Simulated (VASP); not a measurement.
An input for Ansatz (written as the equivalent of a VASP run, and not itself run):

Ansatz 0.2 input:
```yaml
crystal:
  lattice:
    - [2.7200000, 0.0000000, 0.0000000]
    - [0.0000000, 2.7200000, 0.0000000]
    - [0.0000000, 0.0000000, 3.7100000]
  atoms:
    - { symbol: Fe, position: [0.0000000, 0.0000000, 0.0000000], spin: 3 }
    - { symbol: Pt, position: [0.5000000, 0.5000000, 0.5000000] }
kpoints:
  mp_grid: { grid: [12, 12, 9] }
hamiltonian:
  xc: pbe
  dispersion: d4
  pseudopotentials: { kind: paw }
magnetization: { spin_polarized: true }
scf:
  occupations: { method: methfessel_paxton, width: 0.1 }
  max_iter: 100
relax:
  max_steps: 60
  f_tol: 0.01
  cell: {}
output: { forces: true, stress: true, eigenvalues: true }
```

Translate this input to VASP (INCAR, KPOINTS, POSCAR, choice of POTCAR).

Several could match; the one computed here: 
File KPOINTS:
```
kpoints
0
gamma
12 12 9
0 0 0
```

### INCAR
```
SYSTEM = FePt
PREC = Accurate
ENCUT = 520
EDIFF = 1E-6
NELM = 100
ALGO = Normal
LREAL = .FALSE.
LASPH = .TRUE.
ISMEAR = 1
SIGMA = 0.1
GGA = PE
IVDW = 13
LMAXMIX = 6
ISPIN = 2
MAGMOM = 3.0 0.0
LORBIT = 10
LWAVE = .FALSE.
LCHARG = .FALSE.
IBRION = 2
ISIF = 3
NSW = 60
EDIFFG = -0.01
```

**POSCAR**
```
FePt
1
    2.7200000000     0.0000000000     0.0000000000
    0.0000000000     2.7200000000     0.0000000000
    0.0000000000     0.0000000000     3.7100000000
Fe Pt
1 1
Direct
  0.0000000000   0.0000000000   0.0000000000
  0.5000000000   0.5000000000   0.5000000000
```

POTCAR, in this order: Fe Pt (PBE.64 set). Program: vasp_std.

What does not carry over: each code has its own PAW files, so the cut-off isn't converted (ENCUT is set for VASP's; basis.ecutwfc is left out, and Ansatz then takes the one that its files recommend); Ansatz stops its SCF on the density residual and VASP on the energy change (EDIFF).

The compound is FePt in the L1_0 structure. This run relaxes it. Symmetry was kept, so distortions that lower it aren't found.
